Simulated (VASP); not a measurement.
Data:

```xyz
2
Lattice="-2.3633 2.3633 1.2895 2.3633 -2.3633 1.2895 2.3633 2.3633 -1.2895" Properties=species:S:1:pos:R:3 pbc="T T T"
Rh     0.0000     2.3633     0.6447
Rh     0.0000     0.0000     0.0000
```

Level of theory: PBEsol GGA, VASP's PBE PAW potentials (set 64) (plane waves; VASP). Numerical set-up: 400 eV cut-off, 14×14×14 Γ-centred mesh, first-order Methfessel-Paxton smearing of 0.10 eV, potentials Rh_pv.

Energy and stress use the plane-wave basis of the starting cell.

**Question.** The ions, cell shape and volume are relaxed. What does this cell relax into?

**Answer.** 
```xyz
2
Lattice="-2.3581 2.3581 1.3382 2.3581 -2.3581 1.3382 2.3581 2.3581 -1.3382" Properties=species:S:1:pos:R:3 pbc="T T T"
Rh     0.0000     2.3581     0.6691
Rh     0.0000     0.0000     0.0000
```
Space group I4_1/amd (141), at a tolerance of 0.03 Å.

**Question.** How do energy and volume change from the first to the last step?

**Answer.** The energy (σ→0) changes by -25.2 meV/atom and the volume by +3.3 %, in 8 ionic steps.

The structure was generated: Rh was put into the beta-Sn type (I4_1/amd), which need not be its known phase. This run relaxes it. Symmetry was kept, so distortions that lower it aren't found.
